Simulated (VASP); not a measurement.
Consider the following.

```
CELL_PARAMETERS angstrom
      3.26248     0.00000     0.00000
      0.00000     3.26248     0.00000
      0.00000     0.00000     3.26248
ATOMIC_POSITIONS crystal
  Nd 0.00000 0.00000 0.00000
```

Level of theory: r2SCAN meta-GGA, VASP's PBE PAW potentials (set 64) (plane waves; VASP 6.6.1). Settings: 400 eV cut-off, 10×10×10 Γ-centred mesh, first-order Methfessel-Paxton smearing of 0.10 eV, potentials Nd_3.

The 4f electrons are frozen in the core of the lanthanide potential, so 4f levels, which can set the real gap, and their magnetism are missing.

Problem. Estimate the energy per atom (σ→0), band gap (on the k-mesh) with the smallest direct gap where there is one.

Solution. 
```json
{
  "band gap (on the k-mesh)": "none (metal, semimetal or under 0.01 eV)",
  "energy per atom (σ→0)": "-28.804 eV/atom"
}
```

Only differences to runs with the same potentials and settings are physical.

The structure was generated: Nd was put into the simple-cubic type (Pm-3m), which need not be its known phase. It was relaxed first, which changed the volume by -9 %. The start is the result of an earlier pass.
